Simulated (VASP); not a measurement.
Computed with optB88-vdW, VASP's PBE PAW potentials (set 64) (plane waves; VASP).

VASP ran on this input.

File POSCAR:
```
CdTe
1
    0.0000000000     3.3627530469     3.3627530469
    3.3627530469     0.0000000000     3.3627530469
    3.3627530469     3.3627530469     0.0000000000
Cd Te
1 1
Direct
  0.0000000000   0.0000000000   0.0000000000
  0.2500000000   0.2500000000   0.2500000000
```

### INCAR
```
SYSTEM = CdTe
PREC = Accurate; ENCUT = 520; LREAL = F
LASPH = T
EDIFF = 1E-7; NELM = 100; ALGO = Normal
LMAXMIX = 4
ISMEAR = 0; SIGMA = 0.05
GGA = BO; LUSE_VDW = T; AGGAC = 0.0
PARAM1 = 0.1833333333; PARAM2 = 0.22
ISIF = 2
LWAVE = F; LCHARG = F
```

**KPOINTS**
```
Automatic mesh
0
Gamma
7 7 7
0 0 0
```

POTCAR, in this order: Cd Te (PBE.64 set). Program: vasp_std.

The run wrote:

File OSZICAR:
```
       N       E                     dE             d eps       ncg     rms          rms(c)
DAV:   1     0.109330441454E+03    0.10933E+03   -0.82074E+03   520   0.118E+03
DAV:   2     0.473887977563E+01   -0.10459E+03   -0.10064E+03   615   0.272E+02
DAV:   3     0.301268129076E+00   -0.44376E+01   -0.44279E+01   615   0.590E+01
DAV:   4     0.256413115931E+00   -0.44855E-01   -0.44852E-01   732   0.537E+00
DAV:   5     0.256202158394E+00   -0.21096E-03   -0.21096E-03   625   0.316E-01    0.452E+00
DAV:   6     0.494553609421E+00    0.23835E+00   -0.49263E-01   580   0.816E+00    0.382E+00
DAV:   7     0.508231999351E+00    0.13678E-01   -0.11000E-01   580   0.233E+00    0.150E+00
DAV:   8     0.507549775194E+00   -0.68222E-03   -0.79424E-03   550   0.121E+00    0.451E-01
DAV:   9     0.507297895235E+00   -0.25188E-03   -0.10011E-03   575   0.346E-01    0.646E-02
DAV:  10     0.507268330417E+00   -0.29565E-04   -0.93813E-05   563   0.115E-01    0.401E-02
DAV:  11     0.507249505993E+00   -0.18824E-04   -0.35530E-05   545   0.492E-02    0.215E-02
DAV:  12     0.507250201229E+00    0.69524E-06   -0.22056E-06   611   0.124E-02    0.101E-02
DAV:  13     0.507250357538E+00    0.15631E-06   -0.15157E-07   504   0.267E-03    0.655E-03
DAV:  14     0.507250445241E+00    0.87703E-07   -0.10473E-07   401   0.232E-03
   1 F= 0.50725045E+00 E0= 0.50725047E+00  d E =-.437849E-07
```

File OUTCAR:
```
------------------------ aborting loop because EDIFF is reached ----------------------------------------
  FORCE on cell =-STRESS in cart. coord.  units (eV):
  Direction    XX          YY          ZZ          XY          YZ          ZX
  --------------------------------------------------------------------------------------
  Total       -0.8981381     -0.8981381     -0.8981381      0.0000000     -0.0000000      0.0000000
  in kB      -18.9207691    -18.9207691    -18.9207691      0.0000000     -0.0000000      0.0000000
  external PRESSURE =     -18.9207691 kB  Pullay stress =       0.0000000 kB
  volume of cell :       76.05
      direct lattice vectors                 reciprocal lattice vectors
     0.000000000  3.362753047  3.362753047    -0.148687695  0.148687695  0.148687695
     3.362753047  0.000000000  3.362753047     0.148687695 -0.148687695  0.148687695
     3.362753047  3.362753047  0.000000000     0.148687695  0.148687695 -0.148687695
  FREE ENERGIE OF THE ION-ELECTRON SYSTEM (eV)
  ---------------------------------------------------
  free  energy   TOTEN  =         0.5072504452 eV

  energy  without entropy=        0.5072504890  energy(sigma->0) =        0.50725047
```
(Selected blocks of OUTCAR.)

The compound is CdTe in the zinc blende structure. This cell is one point of a volume scan, at 1.06 of the reference volume.
